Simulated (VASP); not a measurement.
Data:

```
BN
1.0
    1.27529    -2.20886     0.00000
    1.27529     2.20886     0.00000
    0.00000     0.00000     6.78388
B N
2 2
Direct
  0.33333   0.66667   0.25000
  0.66667   0.33333   0.75000
  0.66667   0.33333   0.25000
  0.33333   0.66667   0.75000
```

All values below come from LDA (Ceperley-Alder, Perdew-Zunger), VASP's LDA PAW potentials (set 64) (plane waves; VASP). Settings: 400 eV cut-off, 10×10×4 Γ-centred mesh, Fermi-Dirac smearing of 0.020 eV, potentials B N.

At this cut-off the stress carries a Pulay error, which pulls relaxed volumes low.

Give the stress tensor in GPa (positive for a compressed cell).

```
-27.05    0.00    0.00
  0.00  -27.05    0.00
  0.00    0.00   -5.19
```
The pressure is its mean diagonal, -19.77 GPa.

The structure is a typed BN crystal (P6_3/mmc). The cell was not relaxed at this level.
